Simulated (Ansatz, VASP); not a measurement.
## Ta24O53 (amorphous TaO2.21): VASP beside Ansatz

Aim: how closely do two programs agree when they are given the same cell, functional and k mesh? Of the first pair: The structure shown is the start of the Ansatz relaxation below; VASP solves that cell, so the two are compared at the walk's first step.

Method: plane waves, with VASP 6.6.1 beside it; single point at PBE, in Ansatz 0.2.0.

### Step 1. The structure

The cell holds 77 atoms: 24 Ta and 53 O. Cell: a = 10.255 Å, b = 10.255 Å, c = 10.255 Å, α = 90.0°, β = 90.0°, γ = 90.0°. 77 atoms (24 Ta, 53 O) packed at random and pushed apart as soft spheres at 7.99 g/cm^3; MD (Langevin at fixed volume unless said) with the MACE-MP-0b2 small potential (Batatia et al., arXiv:2401.00096), steps of 2 fs: 0.7 ps at 3200 K, 3200 to 1920 K in 0.7 ps, 1920 to 300 K in 2 ps; then atoms relaxed.

### Step 2. Ansatz: relaxation, PBE

Ansatz runs on its default PAW (the set named soft_2) files.

The two programs are compared at the cell with which this relaxation starts, whose forces are those of its first step.

The input, input.yaml:

```yaml
crystal:
  lattice:
    - [10.2551, 0.0, 0.0]
    - [0.0, 10.2551, 0.0]
    - [0.0, 0.0, 10.2551]
  atoms:
    - { symbol: Ta, position: [0.97801, 0.69659, 0.98968] }
    - { symbol: Ta, position: [0.25643, 0.10339, 0.27088] }
    - { symbol: Ta, position: [0.32926, 0.45943, 0.73756] }
    - { symbol: Ta, position: [0.06515, 0.69937, 0.63651] }
    - { symbol: Ta, position: [0.96415, 0.54391, 0.31578] }
    - { symbol: Ta, position: [0.33495, 0.18581, 0.84182] }
    - { symbol: Ta, position: [0.79501, 0.45074, 0.88855] }
    - { symbol: Ta, position: [0.5869, 0.69688, 0.95023] }
    - { symbol: Ta, position: [0.31935, 0.62765, 0.08198] }
    - { symbol: Ta, position: [0.80466, 0.96783, 0.43913] }
    - { symbol: Ta, position: [0.60998, 0.1789, 0.31831] }
    - { symbol: Ta, position: [0.61781, 0.481, 0.39256] }
    - { symbol: Ta, position: [0.92344, 0.00261, 0.15859] }
    - { symbol: Ta, position: [0.43589, 0.85928, 0.35485] }
    - { symbol: Ta, position: [0.53954, 0.02593, 0.04083] }
    - { symbol: Ta, position: [0.67782, 0.97002, 0.72979] }
    - { symbol: Ta, position: [0.57454, 0.70094, 0.5884] }
    - { symbol: Ta, position: [0.14983, 0.35456, 0.57873] }
    - { symbol: Ta, position: [0.28082, 0.36489, 0.34915] }
    - { symbol: Ta, position: [0.88137, 0.26025, 0.67449] }
    - { symbol: Ta, position: [0.04319, 0.31564, 0.03699] }
    - { symbol: Ta, position: [0.53536, 0.39839, 0.03113] }
    - { symbol: Ta, position: [0.36961, 0.8858, 0.7406] }
    - { symbol: Ta, position: [0.14871, 0.03107, 0.55371] }
    - { symbol: O, position: [0.19059, 0.25258, 0.17797] }
    - { symbol: O, position: [0.97038, 0.71897, 0.79048] }
    - { symbol: O, position: [0.80362, 0.13449, 0.35871] }
    - { symbol: O, position: [0.44237, 0.30475, 0.74839] }
    - { symbol: O, position: [0.82889, 0.88443, 0.27897] }
    - { symbol: O, position: [0.67368, 0.03557, 0.89927] }
    - { symbol: O, position: [0.27477, 0.95541, 0.41353] }
    - { symbol: O, position: [0.4652, 0.22257, 0.99563] }
    - { symbol: O, position: [0.59515, 0.84925, 0.05977] }
    - { symbol: O, position: [0.9867, 0.4039, 0.1935] }
    - { symbol: O, position: [0.63641, 0.77929, 0.77304] }
    - { symbol: O, position: [0.78325, 0.09424, 0.63178] }
    - { symbol: O, position: [0.71104, 0.85322, 0.56389] }
    - { symbol: O, position: [0.71581, 0.33726, 0.00536] }
    - { symbol: O, position: [0.18641, 0.25202, 0.92394] }
    - { symbol: O, position: [0.74281, 0.37755, 0.72648] }
    - { symbol: O, position: [0.43035, 0.46458, 0.39389] }
    - { symbol: O, position: [0.7808, 0.6473, 0.96212] }
    - { symbol: O, position: [0.42346, 0.83062, 0.55585] }
    - { symbol: O, position: [0.15648, 0.54189, 0.66731] }
    - { symbol: O, position: [0.35664, 0.47717, 0.94072] }
    - { symbol: O, position: [0.97712, 0.49824, 0.96247] }
    - { symbol: O, position: [0.93851, 0.38243, 0.55583] }
    - { symbol: O, position: [0.93162, 0.29746, 0.8552] }
    - { symbol: O, position: [0.26565, 0.50283, 0.19631] }
    - { symbol: O, position: [0.18057, 0.18624, 0.43783] }
    - { symbol: O, position: [0.94153, 0.16787, 0.07404] }
    - { symbol: O, position: [0.1886, 0.84364, 0.65197] }
    - { symbol: O, position: [0.98165, 0.95472, 0.50868] }
    - { symbol: O, position: [0.55431, 0.70737, 0.39364] }
    - { symbol: O, position: [0.26647, 0.05571, 0.7103] }
    - { symbol: O, position: [0.12309, 0.45975, 0.40343] }
    - { symbol: O, position: [0.67893, 0.55256, 0.55327] }
    - { symbol: O, position: [0.93507, 0.88041, 0.02343] }
    - { symbol: O, position: [0.35604, 0.75724, 0.22018] }
    - { symbol: O, position: [0.09194, 0.00604, 0.22247] }
    - { symbol: O, position: [0.4108, 0.75314, 0.88139] }
    - { symbol: O, position: [0.66683, 0.11138, 0.14778] }
    - { symbol: O, position: [0.64911, 0.30929, 0.45201] }
    - { symbol: O, position: [0.58674, 0.99444, 0.38208] }
    - { symbol: O, position: [0.43909, 0.59207, 0.65992] }
    - { symbol: O, position: [0.97952, 0.66471, 0.47908] }
    - { symbol: O, position: [0.05213, 0.16933, 0.64748] }
    - { symbol: O, position: [0.5211, 0.58971, 0.10047] }
    - { symbol: O, position: [0.16525, 0.69231, 0.99412] }
    - { symbol: O, position: [0.40749, 0.00392, 0.18697] }
    - { symbol: O, position: [0.60046, 0.51152, 0.87932] }
    - { symbol: O, position: [0.58265, 0.35936, 0.21152] }
    - { symbol: O, position: [0.39045, 0.0053, 0.90844] }
    - { symbol: O, position: [0.98116, 0.6643, 0.18077] }
    - { symbol: O, position: [0.4168, 0.2042, 0.33693] }
    - { symbol: O, position: [0.78032, 0.53027, 0.30972] }
    - { symbol: O, position: [0.51173, 0.02088, 0.68865] }
kpoints:
  mp_grid: { grid: [1, 1, 1] }
hamiltonian:
  xc: pbe
scf:
  occupations: { method: fermi_dirac, width: 0.1 }
output:
  forces: true
relax:
  f_tol: 0.04
  max_steps: 250
  cell: {}
```

Run with:

```bash
ansatz run input.yaml --threads 4 --pin off --max-ram 8192MiB --backend cpu --events-out ev --progress --plain --runs-dir out
```

Numbers of over 12 decimals in the logs are rounded to 6 here.

What it wrote:

```text
Engine: ansatz 0.2.0, aarch64-unknown-linux-gnu
Pseudopotentials: kind: paw
Pseudopotential: Ta, paw, valence charge 13, recommended cutoff 420 eV (normal), Ta.paw.azcp
Pseudopotential: O, paw, valence charge 6, recommended cutoff 420 eV (normal), O.paw.azcp
Functional definition: PBE
  parameter kappa = 0.804
  parameter beta = 0.066725
  exchange = pbe_x(kappa = kappa, mu = beta*pi^2/3)
  correlation = pbe_c(beta = beta)
Crystal: 77 atoms, lattice volume = 1078.499 Å³
Basis set: ecut = 420 eV, 21079 PW (Γ), exchange–correlation on 144×144×144 points (8 copies of the dense FFT grid, shifted against one another)
Bands: 392, of which v1, the nominal top of the filled ones, is band 315 counted from 1 (314 counted from 0)
Symmetry: 1 space group operations
Space group: P1 (ITA 1), of the structure as read, at distance tolerance 1.0e-4 Å
k-points: 1
Non-local potential: Ta, projectors of the file, l = 0: 3, l = 1: 2, l = 2: 2, l = 3: 1
Non-local potential: O, projectors of the file, l = 0: 2, l = 1: 2, l = 2: 1
PAW form: soft (Blöchl's): semilocal exchange-correlation on the pseudo side does not see the compensation charge
PAW one-centre angular grid: Ta, 590 points (default); XC on 64 Gauss nodes
PAW one-centre angular grid: O, 110 points (default); XC on 64 Gauss nodes
Initial density: superposition of atomic densities (neutral atoms: chi_scale 0, normalization atom), corrected by the library's trained network
Initial wavefunctions: pseudopotential atomic-orbital guess
Functional: x = pbe(κ = 0.804, μ = 0.219515), c = pbe(β = 0.066725)
SCF iter   1: F=—  HF=-268508.298520 eV  |F-HF|=—  |Δ(HF+E_count)|=         —  Δρ=9.82e-3  dr2=2.86e0  ethr=1.77e-3  ⟨swp⟩=6.0  Hψ=1483  notcnv=0
preconditioner: auto → LDOS  [metal: Δε(μ)=0.067 eV  Ē_g=11.080 eV  σ=0.100 eV  W_gap=0.16  n_scr=256 (ndim 8)  ℏωp=23.7 eV  f_vac=0.132  D(μ)=31.29/eV (n_scr^D=202)  β→1.0]
SCF iter   2: F=—  HF=-268508.143705 eV  |F-HF|=—  |Δ(HF+E_count)|=   1.55e-1  Δρ=6.24e-3  dr2=4.96e-1  ethr=4.54e-4  ⟨swp⟩=3.0  Hψ=820  notcnv=0  defer=1
SCF iter   3: F=—  HF=-268508.092925 eV  |F-HF|=—  |Δ(HF+E_count)|=   5.08e-2  Δρ=3.51e-3  dr2=1.85e-1  ethr=7.87e-5  ⟨swp⟩=2.0  Hψ=693  notcnv=0  defer=1
SCF iter   4: F=—  HF=-268508.069937 eV  |F-HF|=—  |Δ(HF+E_count)|=   2.30e-2  Δρ=1.07e-3  dr2=3.34e-2  ethr=2.93e-5  ⟨swp⟩=2.0  Hψ=555  notcnv=0  defer=1
SCF iter   5: F=—  HF=-268508.067282 eV  |F-HF|=—  |Δ(HF+E_count)|=   2.66e-3  Δρ=5.32e-4  dr2=5.18e-3  ethr=5.31e-6  ⟨swp⟩=2.0  Hψ=400  notcnv=0  defer=1
SCF iter   6: F=—  HF=-268508.066756 eV  |F-HF|=—  |Δ(HF+E_count)|=   5.26e-4  Δρ=2.14e-4  dr2=8.22e-4  ethr=8.22e-7  ⟨swp⟩=2.0  Hψ=569  notcnv=0  defer=1
SCF iter   7: F=—  HF=-268508.066720 eV  |F-HF|=—  |Δ(HF+E_count)|=   3.56e-5  Δρ=9.51e-5  dr2=1.70e-4  ethr=1.30e-7  ⟨swp⟩=2.0  Hψ=564  notcnv=0  defer=1
SCF iter   8: F=—  HF=-268508.066720 eV  |F-HF|=—  |Δ(HF+E_count)|=   2.41e-7  Δρ=4.38e-5  dr2=3.94e-5  ethr=2.69e-8  ⟨swp⟩=2.0  Hψ=560  notcnv=0  defer=1
SCF iter   9: F=—  HF=-268508.069310 eV  |F-HF|=—  |Δ(HF+E_count)|=   2.59e-3  Δρ=2.43e-5  dr2=1.11e-5  ethr=6.25e-9  ⟨swp⟩=2.0  Hψ=704  notcnv=0  defer=1
SCF iter  10: F=—  HF=-268508.069309 eV  |F-HF|=—  |Δ(HF+E_count)|=   7.68e-7  Δρ=1.31e-5  dr2=3.41e-6  ethr=1.77e-9  ⟨swp⟩=2.0  Hψ=565  notcnv=0  defer=1
SCF iter  11: F=—  HF=-268508.069309 eV  |F-HF|=—  |Δ(HF+E_count)|=   2.25e-7  Δρ=6.57e-6  dr2=8.36e-7  ethr=5.41e-10  ⟨swp⟩=2.0  Hψ=572  notcnv=0  defer=1
SCF iter  12: F=—  HF=-268508.069309 eV  |F-HF|=—  |Δ(HF+E_count)|=   2.88e-8  Δρ=3.30e-6  dr2=2.08e-7  ethr=1.33e-10  ⟨swp⟩=2.0  Hψ=559  notcnv=0  defer=1
SCF iter  13: F=-268508.069309 eV  HF=-268508.069309 eV  |F-HF|=3.20e-8  |Δ(HF+E_count)|=   2.62e-9  Δρ=1.44e-6  dr2=4.27e-8  ethr=1.59e-11  ⟨swp⟩=4.0  Hψ=1098  notcnv=0
SCF 1 converged in 13 iterations: F = -268508.069309 eV  dr2 = 4.27e-8
  greatest PAW one-centre occupation: 1.000 electrons in one spin orbital (limit 2), on the Ta atom at site 3 (counted from 0), in its partial waves of l = 0
relax step   1: F+E_penalty+E_count = -268508.06930861 eV  Δ(F+E_penalty+E_count) = +0.000e0 eV  max|allowed force component| = 1.838e0 eV/Å  Δτ_max = 0.0000 Å  P = +0.520 GPa  Ω = 1078.499 Å³  (13 SCF iters, dr2 threshold 1.00e-7 eV, accepted)
Crystal: 77 atoms, lattice volume = 1085.893 Å³
Basis set: ecut = 420 eV, 21227 PW (Γ), exchange–correlation on 144×144×144 points (8 copies of the dense FFT grid, shifted against one another)
Initial density: handed on by an earlier stage of this run
Initial wavefunctions: those handed on with the density
iter 1 solved again at ethr=1.55e-3 eV; its pass at ethr=3.10e-3 eV (dr2=9.78e0 eV) is discarded
SCF iter   1: F=—  HF=-268510.126514 eV  |F-HF|=—  |Δ(HF+E_count)|=         —  Δρ=1.68e-2  dr2=9.77e0  ethr=1.55e-3  ⟨swp⟩=1.0  Hψ=2261  notcnv=0
[...]
atom  44  O      0.00073940     0.00299409     0.00622734
  atom  45  O     -0.00307691    -0.00382566     0.00276749
  atom  46  O     -0.00343109     0.01402930    -0.00216658
  atom  47  O     -0.00135116    -0.00998598    -0.00952997
  atom  48  O      0.00518194    -0.00164233     0.01082344
  atom  49  O      0.00404463    -0.00743398     0.00408426
  atom  50  O     -0.00559478     0.00467924    -0.00761603
  atom  51  O      0.00908651    -0.00758832     0.00206447
  atom  52  O      0.00752857     0.00790748     0.00473096
  atom  53  O     -0.00221827    -0.00713964     0.00000344
  atom  54  O      0.00295377    -0.01382230    -0.01070566
  atom  55  O      0.00359188     0.01094638    -0.00716113
  atom  56  O      0.00319446     0.00479446    -0.00305578
  atom  57  O      0.00567557     0.00468056     0.00714980
  atom  58  O     -0.00135881    -0.00015016     0.01508913
  atom  59  O      0.00217915     0.00420999     0.00147052
  atom  60  O      0.02901237     0.01404811    -0.00040655
  atom  61  O      0.01137078    -0.00355366    -0.00247875
  atom  62  O      0.01165658    -0.00096175    -0.00707447
  atom  63  O      0.00375907     0.00957423    -0.00263514
  atom  64  O      0.01152754     0.00167858    -0.00226521
  atom  65  O     -0.00358334     0.00069780     0.00948916
  atom  66  O     -0.00077677     0.00160426    -0.01219664
  atom  67  O      0.00113197    -0.01045884     0.00470108
  atom  68  O     -0.00648928     0.00182982     0.00567813
  atom  69  O      0.01329691     0.00055822    -0.00107281
  atom  70  O     -0.00918509     0.01182458    -0.01152164
  atom  71  O     -0.00174872     0.00342230    -0.00453387
  atom  72  O     -0.01180071    -0.00414271    -0.01254305
  atom  73  O     -0.00750832     0.00540128    -0.00525209
  atom  74  O      0.00207178    -0.00536922     0.00265746
  atom  75  O      0.00824686     0.00688343     0.00485766
  atom  76  O     -0.00145668    -0.00627394     0.00133573
  atom  77  O      0.00812851    -0.01386912     0.00036005
  max |Σ_I F_I| component: 2.42e-5 eV/Å
--- Stress (GPa, compression-positive) ---
       -0.034735       0.004109       0.005484
        0.004109       0.001666       0.005830
        0.005484       0.005830       0.009061
  P = ⅓ Tr σ = -0.0080 GPa (-0.080 kbar)
--- Relaxed structure (58 steps of the walk, 49 accepted, 3 SCFs on fresh bases) ---
  F+E_penalty+E_count = -268513.00477933 eV   max|allowed force component| = 3.781e-2 eV/Å   (the final SCF, on the basis selected at the relaxed cell)
  cell:  # Å, volume = 1066.0328 Å³
    - [9.975840, -0.125385, -0.437036]
    - [-0.125385, 10.285674, -0.140040]
    - [-0.437036, -0.140040, 10.412147]
  atoms:
    - { symbol: Ta, position: [0.996516, 0.675303, 0.989690] }
    - { symbol: Ta, position: [0.250810, 0.091355, 0.281145] }
    - { symbol: Ta, position: [0.399127, 0.473483, 0.736728] }
    - { symbol: Ta, position: [0.066542, 0.643245, 0.651242] }
    - { symbol: Ta, position: [0.965137, 0.546660, 0.315294] }
    - { symbol: Ta, position: [0.301025, 0.200162, 0.844253] }
    - { symbol: Ta, position: [0.792441, 0.441527, 0.881762] }
    - { symbol: Ta, position: [0.604572, 0.700823, 0.927658] }
    - { symbol: Ta, position: [0.332427, 0.591361, 0.099848] }
    - { symbol: Ta, position: [0.787663, 0.983210, 0.443155] }
    - { symbol: Ta, position: [0.612531, 0.222782, 0.304237] }
    - { symbol: Ta, position: [0.632591, 0.528206, 0.450028] }
    - { symbol: Ta, position: [0.912057, -0.023101, 0.140768] }
    - { symbol: Ta, position: [0.440872, 0.851127, 0.358297] }
    - { symbol: Ta, position: [0.502275, 0.025256, 0.040250] }
    - { symbol: Ta, position: [0.646928, 0.999508, 0.732671] }
    - { symbol: Ta, position: [0.580342, 0.738152, 0.629261] }
    - { symbol: Ta, position: [0.171881, 0.350054, 0.580359] }
    - { symbol: Ta, position: [0.290914, 0.372310, 0.347711] }
    - { symbol: Ta, position: [0.902406, 0.268976, 0.684010] }
    - { symbol: Ta, position: [0.025339, 0.301688, 0.060970] }
    - { symbol: Ta, position: [0.516522, 0.392645, 0.00826347] }
    - { symbol: Ta, position: [0.342901, 0.914129, 0.702378] }
    - { symbol: Ta, position: [0.149639, 0.031368, 0.515885] }
    - { symbol: O, position: [0.161204, 0.240618, 0.203424] }
    - { symbol: O, position: [0.968685, 0.668332, 0.798513] }
    - { symbol: O, position: [0.790735, 0.151103, 0.381744] }
    - { symbol: O, position: [0.462049, 0.304808, 0.810428] }
    - { symbol: O, position: [0.820213, 0.905176, 0.277816] }
    - { symbol: O, position: [0.628995, 0.052693, 0.904091] }
    - { symbol: O, position: [0.273868, 0.936066, 0.398002] }
    - { symbol: O, position: [0.426766, 0.214626, 1.019652] }
    - { symbol: O, position: [0.554754, 0.843566, 0.031929] }
    - { symbol: O, position: [0.951137, 0.394968, 0.202475] }
    - { symbol: O, position: [0.689645, 0.815752, 0.806990] }
    - { symbol: O, position: [0.786689, 0.109009, 0.649242] }
    - { symbol: O, position: [0.705723, 0.881703, 0.579188] }
    - { symbol: O, position: [0.702823, 0.333748, -0.015170] }
    - { symbol: O, position: [0.165692, 0.250834, 0.947227] }
    - { symbol: O, position: [0.753727, 0.383757, 0.706472] }
    - { symbol: O, position: [0.440712, 0.482620, 0.369526] }
    - { symbol: O, position: [0.786498, 0.623776, 0.966520] }
    - { symbol: O, position: [0.412148, 0.815562, 0.547339] }
    - { symbol: O, position: [0.224141, 0.536471, 0.661975] }
    - { symbol: O, position: [0.346099, 0.484332, 0.924471] }
    - { symbol: O, position: [0.986444, 0.478322, 0.975338] }
    - { symbol: O, position: [0.995436, 0.435436, 0.635863] }
    - { symbol: O, position: [0.921113, 0.275394, 0.865615] }
[...]
- { symbol: O, position: [0.380072, -0.011951, 0.180559] }
    - { symbol: O, position: [0.591488, 0.507827, 0.854316] }
    - { symbol: O, position: [0.596003, 0.356701, 0.190613] }
    - { symbol: O, position: [0.352359, 0.00993712, 0.889442] }
    - { symbol: O, position: [0.990708, 0.660685, 0.182158] }
    - { symbol: O, position: [0.419311, 0.213816, 0.308485] }
    - { symbol: O, position: [0.781420, 0.544878, 0.341069] }
    - { symbol: O, position: [0.480130, 0.057597, 0.664033] }
```

In the SCF lines HF is the Harris–Foulkes energy and dr2 the Hartree energy of the density residual, in eV; the loop may stop once dr2 is under the threshold and the program's other checks hold. Hψ counts applications of the Hamiltonian.

[end of part 1 of 3]

[Lines on the potential files, build, host, timing and source positions are cut from VASP's logs without a mark.]

[Logs are printed without paths, hosts, clocks, repeated set-up lines and the standing remarks that a program may print on its own settings, such as how far it seeks lower states.]

[Hosts, paths, dates, database ids (printed as entryN), source tags and the programs' standing remarks are cut or masked in the printed files.]
